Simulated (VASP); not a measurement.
```xyz
2
Lattice="0.0000 3.5886 3.5886 3.5886 0.0000 3.5886 3.5886 3.5886 0.0000" Properties=species:S:1:pos:R:3 pbc="T T T"
K      0.0000     0.0000     0.0000
I      3.5886     3.5886     3.5886
```

Computed with revTPSS meta-GGA, VASP's PBE PAW potentials (set 64) (plane waves; VASP 6.6.1). Run with 520 eV cut-off, 7×7×7 Γ-centred mesh, tetrahedra with Blöchl corrections, potentials K_sv I.

Unless said otherwise, spin-orbit coupling is left out, though it shifts the bands of the heavy elements here.

Task: What does the run give for the energy per atom (σ→0), band gap (over mesh and band path) with the smallest direct gap where there is one?

Result: 
| Property | Value |
|---|---|
| band gap (over mesh and band path) | 4.26 eV |
| smallest direct gap (over mesh and band path) | 4.26 eV |
| energy per atom (σ→0) | 6.900 eV/atom |

Total energies compare only between runs with the same potentials, cut-off and functional.

The compound is KI in the rock salt structure. It was relaxed first.
